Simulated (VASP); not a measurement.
# Si (Fd-3m) in VASP: notebook

One crystal, Si, is run at these levels: PBE; tasks: single point.

Program: VASP 6.6.1. These are calculated values, not measurements. Logs are shortened: lines on timing, memory, paths and dates and some standing lists are left out, and cuts for length are marked.

### 1 The structure

It takes space group Fd-3m (No. 227, cubic). Conventional cell: a = 5.427 Å, b = 5.427 Å, c = 5.427 Å, α = 90.00°, β = 90.00°, γ = 90.00°. Si (site symmetry -43m) is surrounded by 4 Si at 2.35 Å.

### 2 Single point, PBE

INCAR reads:

```
SYSTEM = Si
PREC = Accurate ; ENCUT = 520
EDIFF = 1E-7 ; ISMEAR = 0
SIGMA = 0.02 ; LREAL = .FALSE.
LASPH = .TRUE. ; NELM = 60
ALGO = Normal ; ISIF = 2
LWAVE = .FALSE. ; LCHARG = .FALSE.
GGA = PE ; NBANDS = 11
```

KPOINTS reads:

```
regular mesh
0
G
  8 8 8
  0 0 0
```

POSCAR reads:

```
Si
1.0
    0.0000000000      2.7135600000      2.7135600000
    2.7135600000      0.0000000000      2.7135600000
    2.7135600000      2.7135600000      0.0000000000
Si
2
Direct
    0.7500000000      0.7500000000      0.7500000000
    0.5000000000      0.5000000000      0.5000000000
```

Potentials or basis: VASP PAW PBE potentials, release 64 (Si).

Command:

```sh
$ cat potpaw_PBE.64/Si/POTCAR > POTCAR
$ mpirun -np 1 vasp_std > vasp.out
```

OUTCAR:

```text
SYSTEM = Si
   PREC = Accurate
   ENCUT = 520
   EDIFF = 1E-7
   ISMEAR = 0
   LREAL = .FALSE.
   LASPH = .TRUE.
   NELM = 60
   ISIF = 2
   GGA = PE

 ion  position               nearest neighbor table
   1  0.750  0.750  0.750-   2 2.35   2 2.35   2 2.35   2 2.35
   2  0.500  0.500  0.500-   1 2.35   1 2.35   1 2.35   1 2.35

  LATTYP: Found a face centered cubic cell.
 ALAT       =     5.4271200000

  Lattice vectors:

 A1 = (   0.0000000000,   2.7135600000,   2.7135600000)
 A2 = (   2.7135600000,   0.0000000000,   2.7135600000)
 A3 = (   2.7135600000,   2.7135600000,   0.0000000000)

Analysis of symmetry for initial positions (statically):
=====================================================================
 Subroutine PRICEL returns:
 Original cell was already a primitive cell.

 Routine SETGRP: Setting up the symmetry group for a
 face centered cubic supercell.

 Subroutine GETGRP returns: Found 48 space group operations
 (whereof 24 operations were pure point group operations)
 out of a pool of 48 trial point group operations.

The static configuration has the point symmetry T_d .
 The point group associated with its full space group is O_h .

Analysis of symmetry for dynamics (positions and initial velocities):
=====================================================================
 Subroutine PRICEL returns:
 Original cell was already a primitive cell.

 Routine SETGRP: Setting up the symmetry group for a
 face centered cubic supercell.

 Subroutine GETGRP returns: Found 48 space group operations
 (whereof 24 operations were pure point group operations)
 out of a pool of 48 trial point group operations.

The dynamic configuration has the point symmetry T_d .
 The point group associated with its full space group is O_h .

 Subroutine INISYM returns: Found 48 space group operations
 (whereof 24 operations are pure point group operations),
 and found     1 'primitive' translations

----------------------------------------------------------------------------------------

                                     Primitive cell

  volume of cell :      39.9621

  direct lattice vectors                    reciprocal lattice vectors
     0.000000000  2.713560000  2.713560000    -0.184259792  0.184259792  0.184259792
     2.713560000  0.000000000  2.713560000     0.184259792 -0.184259792  0.184259792
     2.713560000  2.713560000  0.000000000     0.184259792  0.184259792 -0.184259792

  length of vectors
     3.837553354  3.837553354  3.837553354     0.319147321  0.319147321  0.319147321

  position of ions in fractional coordinates (direct lattice)
     0.750000000  0.750000000  0.750000000
     0.500000000  0.500000000  0.500000000
[... 84 lines left out ...]
   ISYM   =      2    0-nonsym 1-usesym 2-fastsym
   POTIM  = 0.5000    time-step for ionic-motion
   TEBEG  =    0.0;   TEEND  =   0.0 temperature during run
   PSTRESS=    0.0 pullay stress
   NELECT =       8.0000    total number of electrons
   NUPDOWN=      -1.0000    fix difference up-down
   EMIN   =  10.00;   EMAX   =-10.00  energy-range for DOS
   EFERMI =   0.00;   METHOD = LEGACY
   ISMEAR =     0;   SIGMA  =   0.02  broadening in eV -4-tet -1-fermi 0-gaus
   EFERMI_NEDOS =   21; number of points for ismear=-14 and -15
   IALGO  =     38    algorithm
   IMIX   =      4    mixing-type and parameters
     AMIX     =   0.40;   BMIX     =  1.00
     AMIX_MAG =   1.60;   BMIX_MAG =  1.00
  volume/ion in A,a.u.               =      19.98       134.84
  Fermi-wavevector in a.u.,A,eV,Ry     =   0.957684  1.809760 12.478691  0.917158
  Thomas-Fermi vector in A             =   2.086724
   LORBIT       =      0    0 simple, 1 ext, 2 COOP (PROOUT), +10 PAW based schemes
   GGA     = PE    functional components
   LHFCALC =     F    Hartree Fock is set to
   AEXX    =    0.0000 exact exchange contribution
   IVDW    =     0    specifies the selected vdW correction
   LEPSILON=     F    determine dielectric tensor
   LRPA    =     F    only Hartree local field effects (RPA)
 non-spin polarized calculation
 Gauss-broadening in eV      SIGMA  =   0.02
  energy-cutoff  :      520.00
  volume of cell :       39.96
 maximum number of plane-waves:      1090
 NGX is ok and might be reduce to    30
   NGX = 15   NGY = 15   NGZ = 15

 number of electron       8.0000000 magnetization

 Free energy of the ion-electron system (eV)
  ---------------------------------------------------
  ext. energy  EPLUGINS =         0.00000000
  ---------------------------------------------------
  free energy    TOTEN  =       -10.83997449 eV

  energy without entropy =      -10.83997449  energy(sigma->0) =      -10.83997449

 E-fermi :   5.9861     XC(G=0):  -9.4159

 val. band max:        5.8474162526   @ k =   0.0000   0.0000   0.0000
 cond. band min:       6.4601653780   @ k =   0.3750   0.3750   0.0000
 fundamental gap:      0.6127491254
 Fermi energy:         5.9860734418

 k-point     1 :       0.0000    0.0000    0.0000
  band No.  band energies     occupation
      1      -6.1239      2.00000
      2       5.8474      2.00000
      3       5.8474      2.00000
      4       5.8474      2.00000
      5       8.4133      0.00000
      6       8.4133      0.00000
      7       8.4133      0.00000
      8       9.2442      0.00000
      9      13.5677      0.00000
     10      13.5677      0.00000
     11      13.8154      0.00000
[... 309 lines left out ...]
 k-point    24 :      -0.3750    0.2500    0.1250
  band No.  band energies     occupation
      1      -3.2479      2.00000
      2      -0.9427      2.00000
      3       2.3950      2.00000
      4       3.6865      2.00000
      5       8.9205      0.00000
      6       8.9779      0.00000
      7      11.7652      0.00000
      8      12.9693      0.00000
      9      13.2541      0.00000
     10      16.4367      0.00000
     11      17.5626      0.00000

 [... further k-points ...]
[... 5 lines left out ...]
  --------------------------------------------------------------------------------------
  -------------------------------------------------------------------------------------
  Total        0.5342974      0.5342974      0.5342974     -0.0000000      0.0000000     -0.0000000
  in kB       21.4212789     21.4212789     21.4212789     -0.0000000      0.0000000     -0.0000000
  external PRESSURE =      21.4212789 kB  Pullay stress =       0.0000000 kB

 VOLUME and BASIS-vectors are now :
 -----------------------------------------------------------------------------
  energy-cutoff  :      520.00
  volume of cell :       39.96
      direct lattice vectors                 reciprocal lattice vectors
     0.000000000  2.713560000  2.713560000    -0.184259792  0.184259792  0.184259792
     2.713560000  0.000000000  2.713560000     0.184259792 -0.184259792  0.184259792
     2.713560000  2.713560000  0.000000000     0.184259792  0.184259792 -0.184259792

 POSITION                                       TOTAL-FORCE (eV/Angst)
 -----------------------------------------------------------------------------------
      4.07034      4.07034      4.07034        -0.000000     -0.000000     -0.000000
      2.71356      2.71356      2.71356         0.000000      0.000000      0.000000
 -----------------------------------------------------------------------------------
    total drift:                                0.000000     -0.000000     -0.000000

  FREE ENERGIE OF THE ION-ELECTRON SYSTEM (eV)
  ---------------------------------------------------
  free  energy   TOTEN  =       -10.8399744887 eV

  energy  without entropy=      -10.8399744887  energy(sigma->0) =      -10.83997449
```

OSZICAR:

```text
N       E                     dE             d eps       ncg     rms          rms(c)
DAV:   1     0.808272174674E+01    0.80827E+01   -0.33069E+03   638   0.586E+02
DAV:   2    -0.104033027490E+02   -0.18486E+02   -0.17559E+02   851   0.858E+01
DAV:   3    -0.110171465779E+02   -0.61384E+00   -0.61151E+00   808   0.132E+01
DAV:   4    -0.110219684888E+02   -0.48219E-02   -0.48213E-02   770   0.154E+00
DAV:   5    -0.110220168413E+02   -0.48352E-04   -0.48351E-04   820   0.144E-01    0.490E+00
DAV:   6    -0.108959319300E+02    0.12608E+00   -0.72222E-02   731   0.110E+00    0.299E+00
DAV:   7    -0.108384787741E+02    0.57453E-01   -0.13860E-01   716   0.164E+00    0.186E-01
DAV:   8    -0.108397433580E+02   -0.12646E-02   -0.60187E-03   728   0.420E-01    0.811E-02
DAV:   9    -0.108399487431E+02   -0.20539E-03   -0.19619E-04   775   0.860E-02    0.597E-02
DAV:  10    -0.108399737374E+02   -0.24994E-04   -0.21410E-05   775   0.267E-02    0.560E-03
DAV:  11    -0.108399743188E+02   -0.58132E-06   -0.20744E-06   751   0.748E-03    0.326E-03
DAV:  12    -0.108399744402E+02   -0.12140E-06   -0.43757E-07   710   0.415E-03    0.212E-03
DAV:  13    -0.108399744887E+02   -0.48583E-07   -0.44849E-09   459   0.458E-04
   1 F= -.10839974E+02 E0= -.10839974E+02  d E =-.883360E-25
```

stdout:

```text
POSCAR found type information on POSCAR Si
 POSCAR found :  1 types and       2 ions
 scaLAPACK will be used
 LDA part: xc-table for (Slater+PW92), standard interpolation
 POSCAR, INCAR and KPOINTS ok, starting setup
 FFT: planning ... GRIDC
 FFT: planning ... GRID_SOFT
 FFT: planning ... GRID
 WAVECAR not read
 entering main loop
```

Run time: 12 s. Hardware: 1 thread of Intel Xeon Platinum 8375C at 2.90GHz (Ice Lake), shared host; peak memory 0.16 GiB.

Results:

```yaml
Free_energy: -10.8400 eV
Pressure: 2.1 GPa
Band_gap_on_the_k_mesh: 0.61 eV, indirect (least direct gap 2.57 eV)
```

Levels at points of the mesh, in eV from the valence-band top:
| k point | band 2 | band 3 | band 4 | band 5 | band 6 | band 7 |
| --- | --- | --- | --- | --- | --- | --- |
| (0.00, 0.00, 0.00) | 0.00 | 0.00 | 0.00 | 2.57 | 2.57 | 2.57 |
| (0.50, 0.00, 0.00) | -6.98 | -1.20 | -1.20 | 1.55 | 3.34 | 3.34 |
| (0.50, 0.50, 0.00) | -7.82 | -2.85 | -2.85 | 0.71 | 0.71 | 10.13 |

### 3 Single point, PBE

INCAR is that of step 2.

KPOINTS reads:

```
regular mesh
0
G
  12 12 12
  0 0 0
```

POSCAR is that of step 2.

Potentials or basis: VASP PAW PBE potentials, release 64 (Si).

Command:

```sh
$ cat potpaw_PBE.64/Si/POTCAR > POTCAR
$ mpirun -np 1 vasp_std > vasp.out
```

OUTCAR:

```text
SYSTEM = Si
   PREC = Accurate
   ENCUT = 520
   EDIFF = 1E-7
   ISMEAR = 0
   LREAL = .FALSE.
   LASPH = .TRUE.
   NELM = 60
   ISIF = 2
   GGA = PE

 ion  position               nearest neighbor table
   1  0.750  0.750  0.750-   2 2.35   2 2.35   2 2.35   2 2.35
   2  0.500  0.500  0.500-   1 2.35   1 2.35   1 2.35   1 2.35

  LATTYP: Found a face centered cubic cell.
 ALAT       =     5.4271200000

  Lattice vectors:

 A1 = (   0.0000000000,   2.7135600000,   2.7135600000)
 A2 = (   2.7135600000,   0.0000000000,   2.7135600000)
 A3 = (   2.7135600000,   2.7135600000,   0.0000000000)
[... 516 lines left out ...]
      7      10.2432      0.00000
      8      13.8328      0.00000
      9      14.4144      0.00000
     10      14.6352      0.00000
     11      17.0253      0.00000

 [... further k-points ...]
[... 5 lines left out ...]
  --------------------------------------------------------------------------------------
  -------------------------------------------------------------------------------------
  Total        0.5321013      0.5321013      0.5321013     -0.0000000     -0.0000000     -0.0000000
  in kB       21.3332315     21.3332315     21.3332315     -0.0000000     -0.0000000     -0.0000000
  external PRESSURE =      21.3332315 kB  Pullay stress =       0.0000000 kB

 VOLUME and BASIS-vectors are now :
 -----------------------------------------------------------------------------
  energy-cutoff  :      520.00
  volume of cell :       39.96
      direct lattice vectors                 reciprocal lattice vectors
     0.000000000  2.713560000  2.713560000    -0.184259792  0.184259792  0.184259792
     2.713560000  0.000000000  2.713560000     0.184259792 -0.184259792  0.184259792
     2.713560000  2.713560000  0.000000000     0.184259792  0.184259792 -0.184259792

 POSITION                                       TOTAL-FORCE (eV/Angst)
 -----------------------------------------------------------------------------------
      4.07034      4.07034      4.07034        -0.000000     -0.000000     -0.000000
      2.71356      2.71356      2.71356         0.000000      0.000000      0.000000
 -----------------------------------------------------------------------------------
    total drift:                                0.000000     -0.000000     -0.000000

  FREE ENERGIE OF THE ION-ELECTRON SYSTEM (eV)
  ---------------------------------------------------
  free  energy   TOTEN  =       -10.8437096592 eV

  energy  without entropy=      -10.8437096592  energy(sigma->0) =      -10.84370966
```

OSZICAR:

```text
N       E                     dE             d eps       ncg     rms          rms(c)
DAV:   1     0.853592807482E+01    0.85359E+01   -0.32438E+03  1584   0.583E+02
DAV:   2    -0.104736047061E+02   -0.19010E+02   -0.18274E+02  2128   0.872E+01
DAV:   3    -0.110208033268E+02   -0.54720E+00   -0.54563E+00  2049   0.129E+01
DAV:   4    -0.110248938785E+02   -0.40906E-02   -0.40900E-02  1869   0.140E+00
DAV:   5    -0.110249331555E+02   -0.39277E-04   -0.39277E-04  1996   0.128E-01    0.489E+00
DAV:   6    -0.108993980813E+02    0.12554E+00   -0.71789E-02  1794   0.110E+00    0.298E+00
DAV:   7    -0.108422303289E+02    0.57168E-01   -0.13784E-01  1802   0.164E+00    0.185E-01
DAV:   8    -0.108434806378E+02   -0.12503E-02   -0.60518E-03  1802   0.419E-01    0.812E-02
DAV:   9    -0.108436836795E+02   -0.20304E-03   -0.19344E-04  1957   0.855E-02    0.600E-02
DAV:  10    -0.108437089693E+02   -0.25290E-04   -0.21892E-05  1888   0.270E-02    0.590E-03
DAV:  11    -0.108437094848E+02   -0.51543E-06   -0.20292E-06  1929   0.741E-03    0.328E-03
DAV:  12    -0.108437096124E+02   -0.12763E-06   -0.44350E-07  1801   0.418E-03    0.214E-03
DAV:  13    -0.108437096592E+02   -0.46770E-07   -0.46673E-09  1161   0.464E-04
   1 F= -.10843710E+02 E0= -.10843710E+02  d E =-.717438E-29
```

stdout:

```text
POSCAR found type information on POSCAR Si
 POSCAR found :  1 types and       2 ions
 scaLAPACK will be used
 LDA part: xc-table for (Slater+PW92), standard interpolation
 POSCAR, INCAR and KPOINTS ok, starting setup
 FFT: planning ... GRIDC
 FFT: planning ... GRID_SOFT
 FFT: planning ... GRID
 WAVECAR not read
 entering main loop
```

Run time: 24 s. Hardware: 1 thread of Intel Xeon Platinum 8375C at 2.90GHz (Ice Lake), shared host; peak memory 0.17 GiB.

What came out:

```yaml
Free_energy: -10.8437 eV
Pressure: 2.1 GPa
Band_gap_on_the_k_mesh: 0.57 eV, indirect (least direct gap 2.57 eV)
```

Levels at points of the mesh, in eV from the valence-band top:
```tsv
k point	band 1	band 2	band 3	band 4	band 5	band 6	band 7	band 8
(0.00, 0.00, 0.00)	-11.97	0.00	0.00	0.00	2.57	2.57	2.57	3.40
(0.50, 0.00, 0.00)	-9.63	-6.97	-1.20	-1.20	1.55	3.34	3.34	7.73
(0.50, 0.50, 0.00)	-7.82	-7.82	-2.85	-2.85	0.71	0.71	10.13	10.13
```

A k mesh can miss the band edges. A hybrid or GW would open this gap; PBE tends to underestimate it.

### 4 Single point, PBE

INCAR is that of step 3.

KPOINTS reads:

```
regular mesh
0
G
  14 14 14
  0 0 0
```

POSCAR is that of step 3.

Potentials or basis: VASP PAW PBE potentials, release 64 (Si).

Command:

```sh
$ cat potpaw_PBE.64/Si/POTCAR > POTCAR
$ mpirun -np 1 vasp_std > vasp.out
```

OUTCAR:

```text
SYSTEM = Si
   PREC = Accurate
   ENCUT = 520
   EDIFF = 1E-7
   ISMEAR = 0
   LREAL = .FALSE.
   LASPH = .TRUE.
   NELM = 60
   ISIF = 2
   GGA = PE

 ion  position               nearest neighbor table
   1  0.750  0.750  0.750-   2 2.35   2 2.35   2 2.35   2 2.35
   2  0.500  0.500  0.500-   1 2.35   1 2.35   1 2.35   1 2.35

  LATTYP: Found a face centered cubic cell.
 ALAT       =     5.4271200000

  Lattice vectors:

 A1 = (   0.0000000000,   2.7135600000,   2.7135600000)
 A2 = (   2.7135600000,   0.0000000000,   2.7135600000)
 A3 = (   2.7135600000,   2.7135600000,   0.0000000000)
[... 516 lines left out ...]
      7      10.4019      0.00000
      8      10.6052      0.00000
      9      14.0416      0.00000
     10      14.3513      0.00000
     11      16.0842      0.00000

 [... further k-points ...]
[... 5 lines left out ...]
  --------------------------------------------------------------------------------------
  -------------------------------------------------------------------------------------
  Total        0.5321190      0.5321190      0.5321190      0.0000000      0.0000000     -0.0000000
  in kB       21.3339382     21.3339382     21.3339382      0.0000000      0.0000000     -0.0000000
  external PRESSURE =      21.3339382 kB  Pullay stress =       0.0000000 kB

 VOLUME and BASIS-vectors are now :
 -----------------------------------------------------------------------------
  energy-cutoff  :      520.00
  volume of cell :       39.96
      direct lattice vectors                 reciprocal lattice vectors
     0.000000000  2.713560000  2.713560000    -0.184259792  0.184259792  0.184259792
     2.713560000  0.000000000  2.713560000     0.184259792 -0.184259792  0.184259792
     2.713560000  2.713560000  0.000000000     0.184259792  0.184259792 -0.184259792

 POSITION                                       TOTAL-FORCE (eV/Angst)
 -----------------------------------------------------------------------------------
      4.07034      4.07034      4.07034         0.000000      0.000000      0.000000
      2.71356      2.71356      2.71356        -0.000000     -0.000000     -0.000000
 -----------------------------------------------------------------------------------
    total drift:                                0.000000     -0.000000     -0.000000

  FREE ENERGIE OF THE ION-ELECTRON SYSTEM (eV)
  ---------------------------------------------------
  free  energy   TOTEN  =       -10.8438267905 eV

  energy  without entropy=      -10.8438267905  energy(sigma->0) =      -10.84382679
```

Wall time 33 s (1 thread of Intel Xeon Platinum 8375C at 2.90GHz (Ice Lake), shared host); peak memory 0.17 GiB.

Results:

- Free energy: -10.8438 eV
- Pressure: 2.1 GPa
- Band gap on the k mesh: 0.57 eV, indirect (least direct gap 2.57 eV)

A k mesh can miss the band edges.

### 5 Overview

| k mesh | gap on the mesh (eV) | pressure (GPa) |
| --- | --- | --- |
| 8 × 8 × 8 | 0.61 | 2.1 |
| 12 × 12 × 12 | 0.57 | 2.1 |
| 14 × 14 × 14 | 0.57 | 2.1 |

Alike in all rows: task single point; level PBE; potentials or basis VASP PAW PBE potentials, release 64 (Si); no spin polarisation; cell as given; cutoff (eV) 520; smearing gaussian 0.02 eV.

On the cell as given the gap runs from 0.57 eV (PBE) to 0.61 eV (PBE); the meshes differ, which moves gaps too.

Total energies depend on the potentials used, so only differences within one code and one set of settings carry meaning.
